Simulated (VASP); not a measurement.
Calculation: TPSS meta-GGA, VASP's PBE PAW potentials (set 64) (plane waves; VASP).

VASP ran on this input.

File KPOINTS:
```
Automatic mesh
0
Gamma
7 7 7
0 0 0
```

INCAR:
```
SYSTEM  =  Sb
PREC  =  Accurate; ENCUT  =  520; LREAL  =  .False.
LASPH  =  .True.
EDIFF  =  1E-7; NELM  =  100; ALGO  =  Normal
LMAXMIX  =  4; LMIXTAU  =  .True.
ISMEAR  =  0; SIGMA  =  0.05
METAGGA  =  TPSS
IBRION  =  2; NSW  =  30; ISIF  =  4
EDIFFG  =  -0.01
LWAVE  =  .False.; LCHARG  =  .False.
```

### POSCAR
```
Sb
1
    4.0748309437    -2.2254918634    -0.0039607882
    4.0748309437     2.2254918634    -0.0039607882
    2.8629220433     0.0000000000     3.6552363200
Sb
2
Direct
  0.2330873516   0.2330873516   0.2330873516
  0.7669126484   0.7669126484   0.7669126484
```

POTCAR, in this order: Sb (PBE.64 set). Program: vasp_std.

The run wrote:

**OUTCAR**
```
 ion  position               nearest neighbor table
   1  0.233  0.233  0.233-   2 3.00   2 3.00   2 3.00   2 3.47   2 3.47   2 3.47
   2  0.767  0.767  0.767-   1 3.00   1 3.00   1 3.00   1 3.47   1 3.47   1 3.47
  LATTYP: Found a trigonal (rhomboedric) cell.
 ALAT       =     4.6429599332
 COS(alpha) =     0.5404928610
 Subroutine PRICEL returns:
 Original cell was already a primitive cell.
 Subroutine GETGRP returns: Found 12 space group operations
The static configuration has the point symmetry D_3d.
The dynamic configuration has the point symmetry D_3d.
 Subroutine INISYM returns: Found 12 space group operations
 Subroutine IBZKPT returns following result:
 Found     44 irreducible k-points:

 Following reciprocal coordinates:
            Coordinates               Weight
  0.000000  0.000000  0.000000      1.000000
  0.142857 -0.000000  0.000000      6.000000
  0.285714 -0.000000  0.000000      6.000000
  0.428571 -0.000000  0.000000      6.000000
  0.142857  0.142857  0.000000      6.000000
  0.285714  0.142857  0.000000     12.000000
  0.428571  0.142857  0.000000     12.000000
 -0.428571  0.142857  0.000000     12.000000
...
```

### OSZICAR
```
       N       E                     dE             d eps       ncg     rms          rms(c)
DAV:   1     0.203230798454E+02    0.20323E+02   -0.36631E+03   792   0.885E+02
DAV:   2    -0.231443549379E+02   -0.43467E+02   -0.42141E+02  1040   0.132E+02
DAV:   3    -0.248474901442E+02   -0.17031E+01   -0.16804E+01  1017   0.330E+01
DAV:   4    -0.248620041670E+02   -0.14514E-01   -0.14512E-01   987   0.341E+00
DAV:   5    -0.248621190832E+02   -0.11492E-03   -0.11492E-03   934   0.320E-01    0.295E+00
DAV:   6    -0.242074361274E+02    0.65468E+00   -0.30130E+00   842   0.198E+01    0.173E+00
DAV:   7    -0.242204913920E+02   -0.13055E-01   -0.44282E-02   888   0.206E+00    0.838E-01
DAV:   8    -0.241857542067E+02    0.34737E-01   -0.51432E-02   795   0.286E+00    0.260E-01
DAV:   9    -0.242211386875E+02   -0.35384E-01   -0.51068E-02   792   0.287E+00    0.138E-01
DAV:  10    -0.242300238562E+02   -0.88852E-02   -0.10985E-02   794   0.124E+00    0.186E-02
DAV:  11    -0.242291605734E+02    0.86328E-03   -0.19995E-03   815   0.572E-01    0.453E-02
DAV:  12    -0.242303287600E+02   -0.11682E-02   -0.66393E-04   802   0.367E-01    0.115E-02
DAV:  13    -0.242303491019E+02   -0.20342E-04   -0.94709E-05   808   0.115E-01    0.341E-03
DAV:  14    -0.242303999262E+02   -0.50824E-04   -0.29003E-05   810   0.855E-02    0.388E-03
DAV:  15    -0.242304025476E+02   -0.26214E-05   -0.57976E-07   923   0.928E-03    0.131E-03
DAV:  16    -0.242304040422E+02   -0.14945E-05   -0.84647E-07   797   0.134E-02    0.248E-04
DAV:  17    -0.242304040640E+02   -0.21887E-07   -0.58426E-08   404   0.415E-03
   1 F= -.24230404E+02 E0= -.24230404E+02  d E =-.242304E+02
       N       E                     dE             d eps       ncg     rms          rms(c)
DAV:   1    -0.242356544586E+02   -0.52504E-02   -0.13982E-01   825   0.229E+00    0.953E-02
DAV:   2    -0.242362537613E+02   -0.59930E-03   -0.37085E-03   864   0.519E-01    0.394E-02
DAV:   3    -0.242362763149E+02   -0.22554E-04   -0.70944E-05   936   0.775E-02    0.187E-02
DAV:   4    -0.242362814296E+02   -0.51147E-05   -0.18339E-05   848   0.382E-02    0.515E-03
DAV:   5    -0.242362782106E+02    0.32190E-05   -0.62341E-06   794   0.306E-02    0.212E-03
DAV:   6    -0.242362837021E+02   -0.54915E-05   -0.30455E-06   792   0.211E-02    0.394E-04
DAV:   7    -0.242362841185E+02   -0.41644E-06   -0.14066E-07   453   0.392E-03    0.295E-04
DAV:   8    -0.242362840573E+02    0.61277E-07   -0.34009E-08   398   0.208E-03
   2 F= -.24236284E+02 E0= -.24236284E+02  d E =-.587999E-02
       N       E                     dE             d eps       ncg     rms          rms(c)
DAV:   1    -0.242387589227E+02   -0.24748E-02   -0.34228E-01   810   0.359E+00    0.159E-01
DAV:   2    -0.242402291018E+02   -0.14702E-02   -0.92558E-03   862   0.817E-01    0.613E-02
DAV:   3    -0.242402720296E+02   -0.42928E-04   -0.17335E-04   944   0.121E-01    0.301E-02
DAV:   4    -0.242402814721E+02   -0.94426E-05   -0.50367E-05   846   0.616E-02    0.834E-03
DAV:   5    -0.242402738977E+02    0.75744E-05   -0.14624E-05   794   0.482E-02    0.340E-03
DAV:   6    -0.242402875126E+02   -0.13615E-04   -0.77130E-06   792   0.343E-02    0.655E-04
DAV:   7    -0.242402887814E+02   -0.12688E-05   -0.37957E-07   832   0.641E-03    0.501E-04
DAV:   8    -0.242402886841E+02    0.97262E-07   -0.64760E-08   415   0.288E-03
   3 F= -.24240289E+02 E0= -.24240288E+02  d E =-.988462E-02
       N       E                     dE             d eps       ncg     rms          rms(c)
DAV:   1    -0.242403006153E+02   -0.11834E-04   -0.27079E-03   809   0.320E-01    0.138E-02
DAV:   2    -0.242403133481E+02   -0.12733E-04   -0.72786E-05   868   0.725E-02    0.550E-03
DAV:   3    -0.242403144525E+02   -0.11044E-05   -0.16060E-06   932   0.120E-02    0.264E-03
DAV:   4    -0.242403150610E+02   -0.60844E-06   -0.47729E-07   841   0.710E-03    0.762E-04
DAV:   5    -0.242403148479E+02    0.21307E-06   -0.27622E-07   792   0.742E-03    0.301E-04
DAV:   6    -0.242403150784E+02   -0.23048E-06   -0.14720E-07   643   0.541E-03    0.836E-05
DAV:   7    -0.242403150974E+02   -0.18985E-07   -0.61393E-09   396   0.837E-04
   4 F= -.24240315E+02 E0= -.24240314E+02  d E =-.991103E-02
       N       E                     dE             d eps       ncg     rms          rms(c)
DAV:   1    -0.242412835485E+02   -0.96847E-03   -0.31700E-02   810   0.103E+00    0.749E-02
DAV:   2    -0.242411120259E+02    0.17152E-03   -0.93986E-04   810   0.236E-01    0.431E-02
DAV:   3    -0.242410918926E+02    0.20133E-04   -0.37114E-04   981   0.133E-01    0.106E-02
DAV:   4    -0.242410860553E+02    0.58373E-05   -0.43957E-05   808   0.541E-02    0.451E-03
DAV:   5    -0.242410905256E+02   -0.44703E-05   -0.27831E-05   792   0.475E-02    0.411E-03
DAV:   6    -0.242410996286E+02   -0.91031E-05   -0.63817E-06   800   0.197E-02    0.813E-04
DAV:   7    -0.242410997027E+02   -0.74025E-07   -0.19676E-07   785   0.383E-03
   5 F= -.24241100E+02 E0= -.24241095E+02  d E =-.784605E-03
       N       E                     dE             d eps       ncg     rms          rms(c)
DAV:   1    -0.242415185986E+02   -0.41897E-03   -0.26777E-02   811   0.950E-01    0.688E-02
DAV:   2    -0.242413733673E+02    0.14523E-03   -0.80078E-04   808   0.217E-01    0.396E-02
DAV:   3    -0.242413548358E+02    0.18531E-04   -0.31620E-04   983   0.121E-01    0.973E-03
DAV:   4    -0.242413505692E+02    0.42666E-05   -0.34302E-05   826   0.471E-02    0.422E-03
DAV:   5    -0.242413537810E+02   -0.32118E-05   -0.20564E-05   793   0.391E-02    0.359E-03
DAV:   6    -0.242413603675E+02   -0.65866E-05   -0.50152E-06   802   0.162E-02    0.761E-04
DAV:   7    -0.242413604572E+02   -0.89677E-07   -0.17005E-07   638   0.311E-03
   6 F= -.24241360E+02 E0= -.24241345E+02  d E =-.104536E-02
```

OUTCAR:
```
------------------------ aborting loop because EDIFF is reached ----------------------------------------
  FORCE on cell =-STRESS in cart. coord.  units (eV):
  Direction    XX          YY          ZZ          XY          YZ          ZX
  --------------------------------------------------------------------------------------
  Total       -0.7570232     -0.7640047     -0.7632390      0.0000000      0.0000000      0.0023123
  in kB      -18.2813484    -18.4499436    -18.4314530      0.0000000      0.0000000      0.0558408
  external PRESSURE =     -18.3875816 kB  Pullay stress =       0.0000000 kB
  volume of cell :       66.35
      direct lattice vectors                 reciprocal lattice vectors
     4.143511325 -2.203800618  0.031978370     0.121425171 -0.226880779 -0.097771477
     4.143511325  2.203800618  0.031978370     0.121425171  0.226880779 -0.097771477
     2.943414653  0.000000000  3.655510174    -0.002124453  0.000000000  0.275270235
 POSITION                                       TOTAL-FORCE (eV/Angst)
 -----------------------------------------------------------------------------------
      2.58620      0.00000      0.85654         0.003463      0.000000      0.001147
      8.64424      0.00000      2.86293        -0.003463     -0.000000     -0.001147
 -----------------------------------------------------------------------------------
    total drift:                               -0.000000      0.000000     -0.000000
  FREE ENERGIE OF THE ION-ELECTRON SYSTEM (eV)
  ---------------------------------------------------
  free  energy   TOTEN  =       -24.2413604572 eV

  energy  without entropy=      -24.2413295588  energy(sigma->0) =      -24.24134501

 reached required accuracy - stopping structural energy minimisation
```
(Selected blocks of OUTCAR.)

CONTCAR:
```
Sb
   1.00000000000000
     4.1435113245709534   -2.2038006184056909    0.0319783696384163
     4.1435113245709534    2.2038006184056909    0.0319783696384163
     2.9434146529554752    0.0000000000000000    3.6555101744516927
  Sb
     2
Direct
     0.2302845665665213    0.2302845665665213    0.2302845666080706
     0.7697154334334787    0.7697154334334787    0.7697154333919293
```

The compound is Sb in the a7 structure. This cell is one point of a volume scan, at 1.06 of the reference volume. Symmetry was kept, so distortions that lower it aren't found.
